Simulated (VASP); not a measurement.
These are rev-vdW-DF2, VASP's PBE PAW potentials (set 64) (plane waves; VASP 6.6.1) values and carry that method's errors.

VASP input:

INCAR:
```
! general
SYSTEM    =  P
PREC      =  Accurate
ENCUT     =  520
LREAL     =  F
LASPH     =  T

! electronic loop
EDIFF     =  1E-7
NELM      =  100
ALGO      =  Normal

! smearing
ISMEAR    =  0
SIGMA     =  0.05

! functional
GGA       =  MK
LUSE_VDW  =  T
AGGAC     =  0.0
PARAM1    =  0.1234568
PARAM2    =  0.7114
ZAB_VDW   =  -1.8867

! ions
IBRION    =  2
NSW       =  30
ISIF      =  4
EDIFFG    =  -0.01

! output
LWAVE     =  F
LCHARG    =  F
```

**POSCAR**
```
P
1
    1.7032796125    -5.3412984872     0.0000000000
    1.7032796125     5.3412984872     0.0000000000
    0.0000000000     0.0000000000     4.4202474120
P
4
Direct
  0.1030983301   0.8969016699   0.9221686548
  0.3969016699   0.6030983301   0.4221686548
  0.6030983301   0.3969016699   0.5778313452
  0.8969016699   0.1030983301   0.0778313452
```

File KPOINTS:
```
Automatic
0
Gamma
  7 7 5
0 0 0
```

POTCAR, in this order: P (PBE.64 set). Program: vasp_std.

### Question
What will the output report for the number of irreducible k-points (NKPTS), largest plane-wave count, number of space-group operations, FFT grid (NGX, NGY, NGZ)?

### Answer

| Quantity | Result |
|---|---|
| number of irreducible k-points (NKPTS) | 48 |
| largest plane-wave count | 2201 |
| number of space-group operations | 8 |
| FFT grid (NGX, NGY, NGZ) | 42 × 42 × 36 |

The compound is P in the black structure. This cell is one point of a volume scan, at 1.06 of the reference volume. Symmetry was kept, so distortions that lower it aren't found.
